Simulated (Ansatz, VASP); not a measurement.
## NaOs2 in VASP and in Ansatz

File INCAR:

```
SYSTEM = NaOs2
PREC     = Accurate       ! precision mode
ENCUT    = 520            ! plane-wave cutoff, eV
EDIFF    = 1E-6           ! SCF threshold, eV
ISMEAR   = 0              ! smearing method
SIGMA    = 0.1            ! smearing width, eV
LREAL    = .FALSE.        ! projectors in reciprocal space
LASPH    = .TRUE.         ! aspherical terms in the spheres
NELM     = 100            ! most SCF steps
ALGO     = Normal         ! electronic algorithm
ISIF     = 2              ! what is computed and relaxed
LWAVE    = .FALSE.        ! write WAVECAR
LCHARG   = .FALSE.        ! write CHGCAR
GGA      = PE             ! functional
NBANDS   = 18             ! bands
```

The input KPOINTS:

```
Automatic mesh
0
G
  18 18 6
  0 0 0
```

The input POSCAR:

```
NaOs2
1.0
    2.7604078533      0.0000000000      0.0000000000
   -1.3802039266      2.3905833258      0.0000000000
    0.0000000000      0.0000000000      7.5798088748
Na Os
1 2
Direct
    0.0000000000      0.0000000000      0.0000000000
    0.3333333333      0.6666666667      0.6342705322
    0.6666666667      0.3333333333      0.3657294678
```

Input for Ansatz:

```yaml
crystal:
  lattice:
    - [2.7604078533, 0.0, 0.0]
    - [-1.3802039266, 2.3905833258, 0.0]
    - [0.0, 0.0, 7.5798088748]
  atoms:
    - { symbol: Na, position: [0.0, 0.0, 0.0] }
    - { symbol: Os, position: [0.3333333333, 0.6666666667, 0.6342705322] }
    - { symbol: Os, position: [0.6666666667, 0.3333333333, 0.3657294678] }
basis:
  ecutwfc: 420
kpoints:
  mp_grid: { grid: [18, 18, 6] }
  band_path:
    path:
      - [[0.0, 0.0, 0.0], [0.5, 0.0, 0.0], [0.33333333, 0.33333333, 0.0], [0.0, 0.0, 0.0], [0.0, 0.0, 0.5], [0.5, 0.0, 0.5], [0.33333333, 0.33333333, 0.5], [0.0, 0.0, 0.5]]
      - [[0.5, 0.0, 0.5], [0.5, 0.0, 0.0]]
      - [[0.33333333, 0.33333333, 0.5], [0.33333333, 0.33333333, 0.0]]
    npoints: 14
hamiltonian:
  xc: pbe
scf:
  occupations: { method: gaussian, width: 0.1 }
  n_extra_bands: 7
output:
  forces: true
  stress: true
  eigenvalues: true
  populations: true
  dos: { projected: true, de: 0.02, nscf_kmesh: { grid: [22, 22, 8] } }
  bader: true
```

The cell was built by a generator and needn't be a form met in nature.

Alike in both runs: task single point; functional PBE; k mesh 18 × 18 × 6; occupations gaussian, width 0.1 eV; no spin polarisation.

|  | VASP | Ansatz |
| --- | --- | --- |
| version | VASP 6.6.1 | Ansatz 0.2.0 |
| potentials or method | VASP PAW PBE potentials, release 64 (Na_pv, Os) | scalar-relativistic, plane waves, PAW |
| plane-wave cutoff (eV) | 520 | 420 |
| valence electrons in the cell | 23 | 41 |

```tsv
	VASP	Ansatz	Ansatz less VASP
gap on the k mesh at the Fermi level (eV)	none	none	-
pressure (GPa)	-0.1	0.0	+0.08
largest component of the traceless stress (GPa)	0.17	0.00	-0.164
rms of the force components (eV/Å)	0.008	0.003	-0.0047
```

Atom by atom the forces differ by 0.005 eV/Å (rms over components). A gap of «none» marks a metal or a gap that the smearing closes. The two sets of potentials don't hold the same shells in valence.

Spin-orbit coupling is left out, which matters for the levels of Os.
